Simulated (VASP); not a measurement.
Input:

```yaml
crystal:
  lattice:
    - [5.68618, 0.00000, 0.00000]
    - [-2.84309, 4.92437, 0.00000]
    - [0.00000, 0.00000, 4.16390]
  atoms:
    - { symbol: Eu, position: [0.00000, 0.00000, 0.00000] }
    - { symbol: Al, position: [0.66667, 0.33333, 0.00000] }
    - { symbol: Al, position: [0.33333, 0.66667, 0.00000] }
    - { symbol: Ag, position: [0.50000, 0.50000, 0.50000] }
    - { symbol: Ag, position: [0.00000, 0.50000, 0.50000] }
    - { symbol: Ag, position: [0.50000, 0.00000, 0.50000] }
```

Method: PBEsol GGA, VASP's PBE PAW potentials (set 64) (plane waves; VASP 6.6.1). Numerical set-up: 400 eV cut-off, 7×7×8 Γ-centred mesh, tetrahedra with Blöchl corrections, potentials Eu_2 Al Ag.

The 4f electrons are frozen in the core of the lanthanide potential, so 4f levels, which can set the real gap, and their magnetism are missing.

**Question.** Predict the energy per atom (σ→0), band gap (on the k-mesh) with the smallest direct gap where there is one.

**Answer.** 
```yaml
band gap (on the k-mesh): none (metal, semimetal or under 0.01 eV)
energy per atom (σ→0): -3.696 eV/atom
```

The absolute energy has meaning only against runs of the same code, potentials and settings.

The structure comes from a computed database's EuAl2Ag3 entry (P6/mmm); how it stands against other phases isn't given here. It was relaxed first, which changed the volume by -8 %. The electron count is odd and the run is not spin-polarised, which forces a metal.
